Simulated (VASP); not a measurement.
# Cd4TeO3 (P6/mmm) in VASP: a series of runs, part 3 of 3

VASP 6.6.1. The steps go on from the part before.

## 4. Relaxation of cell and atoms, PBE

This run uses another cell than the first one, of 20.24 Å³/atom, 0.835 times its volume.

INCAR

```
SYSTEM = Cd4TeO3
PREC = Normal
ENCUT = 520
EDIFF = 1E-4
ISMEAR = 0
SIGMA = 0.15
LREAL = .False.
LASPH = .True.
NELM = 60
ALGO = Fast
ISIF = 3
LWAVE = .False.
LCHARG = .False.
GGA = PE
IBRION = 2
NSW = 24
EDIFFG = -0.08
```

KPOINTS

```
regular mesh
0
Gamma
  4 4 2
  0 0 0
```

POSCAR

```
Cd4TeO3
1.0
    4.6743390200      0.0000000000      0.0000000000
   -2.3371695100      4.0480963400      0.0000000000
    0.0000000000      0.0000000000      8.5578885600
Cd Te O
4 1 3
Direct
    0.3333333300      0.6666666700      0.7004618100
    0.3333333300      0.6666666700      0.2995381900
    0.6666666700      0.3333333300      0.2995381900
    0.6666666700      0.3333333300      0.7004618100
    0.0000000000      0.0000000000      0.0000000000
    0.3333333300      0.6666666700      0.0000000000
    0.6666666700      0.3333333300      0.0000000000
    0.0000000000      0.0000000000      0.5000000000
```

Potentials or basis: VASP PAW PBE potentials, release 64 (Cd, Te, O).

Run with:

```console
> cat potpaw_PBE.64/Cd/POTCAR potpaw_PBE.64/Te/POTCAR potpaw_PBE.64/O/POTCAR > POTCAR
> mpirun -np 1 vasp_std > vasp.out
```

OUTCAR:

```text
SYSTEM = Cd4TeO3
   PREC = Normal
   ENCUT = 520
   EDIFF = 1E-4
   ISMEAR = 0
   LREAL = .False.
   LASPH = .True.
   NELM = 60
   ISIF = 3
   GGA = PE
   IBRION = 2
   NSW = 24
   EDIFFG = -0.08

 ion  position               nearest neighbor table
   1  0.333  0.667  0.700-   6 2.56   4 2.70   4 2.70   4 2.70   2 3.43   5 3.72   5 3.72   5 3.72

   2  0.333  0.667  0.300-   6 2.56   3 2.70   3 2.70   3 2.70   1 3.43   5 3.72   5 3.72   5 3.72

   3  0.667  0.333  0.300-   7 2.56   2 2.70   2 2.70   2 2.70   4 3.43   5 3.72   5 3.72   5 3.72

   4  0.667  0.333  0.700-   7 2.56   1 2.70   1 2.70   1 2.70   3 3.43   5 3.72   5 3.72   5 3.72

   5  0.000  0.000  0.000-   6 2.70   7 2.70   7 2.70   6 2.70   7 2.70   6 2.70   1 3.72   2 3.72
                             3 3.72   4 3.72   3 3.72   1 3.72   2 3.72   4 3.72   2 3.72   1 3.72
   6  0.333  0.667  0.000-   1 2.56   2 2.56   5 2.70   5 2.70   5 2.70
   7  0.667  0.333  0.000-   3 2.56   4 2.56   5 2.70   5 2.70   5 2.70
   8  0.000  0.000  0.500-

  LATTYP: Found a hexagonal cell.
 ALAT       =     4.6743390200
 C/A-ratio  =     1.8308232508

  Lattice vectors:

 A1 = (   4.6743390200,   0.0000000000,   0.0000000000)
 A2 = (  -2.3371695100,   4.0480963400,   0.0000000000)
 A3 = (   0.0000000000,   0.0000000000,   8.5578885600)

Analysis of symmetry for initial positions (statically):
=====================================================================
 Subroutine PRICEL returns:
 Original cell was already a primitive cell.

 Routine SETGRP: Setting up the symmetry group for a
 hexagonal supercell.

 Subroutine GETGRP returns: Found 24 space group operations
 (whereof 24 operations were pure point group operations)
 out of a pool of 24 trial point group operations.

The static configuration has the point symmetry D_6h.

Analysis of symmetry for dynamics (positions and initial velocities):
=====================================================================
 Subroutine PRICEL returns:
 Original cell was already a primitive cell.

 Routine SETGRP: Setting up the symmetry group for a
 hexagonal supercell.

[... 125 lines left out ...]
   LHFCALC =     F    Hartree Fock is set to
   AEXX    =    0.0000 exact exchange contribution
   IVDW    =     0    specifies the selected vdW correction
   LEPSILON=     F    determine dielectric tensor
   LRPA    =     F    only Hartree local field effects (RPA)
 conjugate gradient relaxation of ions
 non-spin polarized calculation
 RMM-DIIS sequential band-by-band and
 Gauss-broadening in eV      SIGMA  =   0.15
  energy-cutoff  :      520.00
  volume of cell :      161.93
 maximum number of plane-waves:      4396
   NGX = 17   NGY = 17   NGZ = 31

--------------------------------------- Ionic step        1  -------------------------------------------

 number of electron      72.0000058 magnetization

 Free energy of the ion-electron system (eV)
  ---------------------------------------------------
  ext. energy  EPLUGINS =         0.00000000
  ---------------------------------------------------
  free energy    TOTEN  =       -19.11902041 eV

  energy without entropy =      -19.04903144  energy(sigma->0) =      -19.08402593

------------------------ aborting loop because EDIFF is reached ----------------------------------------

  FORCE on cell =-STRESS in cart. coord.  units (eV):
  Direction    XX          YY          ZZ          XY          YZ          ZX
  --------------------------------------------------------------------------------------
  -------------------------------------------------------------------------------------
  Total       -3.6761299     -3.6761300     -9.1067705     -0.0000000      0.0000000      0.0000000
  in kB      -36.3717137    -36.3717137    -90.1025955     -0.0000000      0.0000000      0.0000000
  external PRESSURE =     -54.2820076 kB  Pullay stress =       0.0000000 kB
[... 107 lines left out ...]
  FREE ENERGIE OF THE ION-ELECTRON SYSTEM (eV)
  ---------------------------------------------------
  free  energy   TOTEN  =       -19.6123781353 eV

  energy  without entropy=      -19.5638043056  energy(sigma->0) =      -19.58809122

[... ionic steps 4 to 11 ...]

--------------------------------------- Ionic step       12  -------------------------------------------

 number of electron      71.9999951 magnetization

------------------------ aborting loop because EDIFF is reached ----------------------------------------
[... 79 lines left out ...]
--------------------------------------- Ionic step       14  -------------------------------------------

 number of electron      72.0000000 magnetization

 Free energy of the ion-electron system (eV)
  ---------------------------------------------------
  ext. energy  EPLUGINS =         0.00000000
  ---------------------------------------------------
  free energy    TOTEN  =       -20.04190233 eV

  energy without entropy =      -19.99763435  energy(sigma->0) =      -20.01976834

 E-fermi :   3.3250     XC(G=0): -10.7103

 val. band max:        3.2734393410   @ k =   0.2500   0.0000   0.0000
 cond. band min:       3.3325168632   @ k =   0.2500   0.2500   0.5000
 fundamental gap:      0.0590775222
 Fermi energy:         3.3249904486

 k-point     1 :       0.0000    0.0000    0.0000
  band No.  band energies     occupation
      1     -14.8823      2.00000
      2     -13.8340      2.00000
      3     -12.6410      2.00000
      4      -7.3600      2.00000
      5      -6.0346      2.00000
      6      -6.0346      2.00000
[... 392 lines left out ...]
  FREE ENERGIE OF THE ION-ELECTRON SYSTEM (eV)
  ---------------------------------------------------
  free  energy   TOTEN  =       -20.0419023287 eV

  energy  without entropy=      -19.9976343456  energy(sigma->0) =      -20.01976834

 reached required accuracy - stopping structural energy minimisation
```

OSZICAR:

```text
N       E                     dE             d eps       ncg     rms          rms(c)
DAV:   1     0.570616467508E+03    0.57062E+03   -0.36790E+04   688   0.159E+03
DAV:   2     0.152015962094E+02   -0.55541E+03   -0.53840E+03   759   0.409E+02
DAV:   3    -0.277565025957E+02   -0.42958E+02   -0.42223E+02   774   0.108E+02
[... 130 lines left out ...]
RMM:   3    -0.200514606026E+02    0.13496E-01   -0.39375E-02   688   0.917E-01    0.758E-01
RMM:   4    -0.200495734973E+02    0.18871E-02   -0.14044E-02   695   0.427E-01    0.830E-01
RMM:   5    -0.200425236533E+02    0.70498E-02   -0.69018E-03   702   0.291E-01    0.246E-01
RMM:   6    -0.200419058143E+02    0.61784E-03   -0.12414E-03   652   0.172E-01    0.872E-02
RMM:   7    -0.200419023287E+02    0.34856E-05   -0.19880E-04   404   0.601E-02
  14 F= -.20041902E+02 E0= -.20019768E+02  d E =-.192029E-01
```

CONTCAR:

```text
Cd4TeO3
   1.00000000000000
     4.7678671351224882   -0.0000000000000000    0.0000000000000000
    -2.3839335675612441    4.1290940637989024   -0.0000000000000000
    -0.0000000000000000    0.0000000000000000    7.2435339257131410
  Cd              Te              O
     4     1     3
Direct
     0.3333333300000021    0.6666666699999979    0.6906804206496998
     0.3333333300000021    0.6666666699999979    0.3093195793503003
     0.6666666699999979    0.3333333300000021    0.3093195793503003
     0.6666666699999979    0.3333333300000021    0.6906804206496998
     0.0000000000000000    0.0000000000000000    0.0000000000000000
     0.3333333300000021    0.6666666699999979    0.0000000000000000
     0.6666666699999979    0.3333333300000021    0.0000000000000000
     0.0000000000000000    0.0000000000000000    0.5000000000000000

  0.00000000E+00  0.00000000E+00  0.00000000E+00
  0.00000000E+00  0.00000000E+00  0.00000000E+00
  0.00000000E+00  0.00000000E+00  0.00000000E+00
  0.00000000E+00  0.00000000E+00  0.00000000E+00
  0.00000000E+00  0.00000000E+00  0.00000000E+00
  0.00000000E+00  0.00000000E+00  0.00000000E+00
  0.00000000E+00  0.00000000E+00  0.00000000E+00
  0.00000000E+00  0.00000000E+00  0.00000000E+00
```

It took 4.1 min on 1 thread of Intel Xeon Platinum 8488C (Sapphire Rapids), shared host; peak memory 0.21 GiB.

Results:

```
Free energy                            : -20.0419 eV
Relaxed volume                         : 17.83 Å³/atom
Relaxed cell                           : a = 4.768 Å, b = 4.768 Å, c = 7.244 Å, α = 90.00°, β = 90.00°, γ = 120.00°
Space group after relaxing (to 0.05 Å) : P6/mmm (No. 191)
Energy gained by relaxing              : 115.4 meV/atom
Ionic steps                            : 14
Pressure after relaxing                : -0.1 GPa
Largest force after relaxing           : 0.042 eV/Å
Band gap on the k mesh                 : none (metal or under the smearing width)
```

Forces on the atoms (eV/Å):
```
Cd   0.000  0.000  0.042
Cd   0.000  0.000 -0.042
Cd   0.000  0.000 -0.042
Cd   0.000  0.000  0.042
Te   0.000  0.000  0.000
O    0.000  0.000  0.000
O    0.000  0.000  0.000
O    0.000  0.000  0.000
```

Step by step:
| step | energy change (eV) | largest force (eV/Å) | pressure (GPa) | volume (Å³) |
| --- | --- | --- | --- | --- |
| 1 | 0.0000 | 0.3148 | -5.43 | 161.93 |
| 2 | -0.4667 | 0.0788 | -0.73 | 146.33 |
| 3 | -0.4934 | 0.2929 | 1.68 | 141.83 |
| 4 | -0.6736 | 0.5742 | 1.85 | 140.46 |
| 5 | -0.5841 | 1.2229 | 6.56 | 136.17 |
| 6 | -0.7534 | 0.7805 | 2.76 | 139.12 |
| 7 | -0.7604 | 0.8996 | 3.39 | 138.47 |
| 8 | -0.8951 | 0.4199 | 0.37 | 142.87 |
| 9 | -0.9038 | 0.2691 | -0.13 | 144.12 |
| 10 | -0.9042 | 0.2210 | -0.32 | 144.39 |
| 11 | -0.9022 | 0.1653 | -0.57 | 144.94 |
| 12 | -0.9037 | 0.2143 | -0.45 | 144.53 |
| 13 | -0.9156 | 0.1158 | -0.31 | 143.80 |
| 14 | -0.9229 | 0.0423 | -0.14 | 142.60 |

Final structure:
```
Cd Te O
1.0
     4.76787    0.00000    0.00000
    -2.38393    4.12909    0.00000
     0.00000    0.00000    7.24353
Cd Te O
4 1 3
Direct
  0.33333 0.66667 0.69068
  0.33333 0.66667 0.30932
  0.66667 0.33333 0.30932
  0.66667 0.33333 0.69068
  0.00000 0.00000 0.00000
  0.33333 0.66667 0.00000
  0.66667 0.33333 0.00000
  0.00000 0.00000 0.50000
```

Caveat: the k mesh is coarse (spacing up to 0.39 Å⁻¹), so the values aren't converged; the relaxation stopped at a loose force limit of 0.08 eV/Å, so its end isn't a converged minimum. The run has no spin-orbit coupling, so splittings on Te are missing.
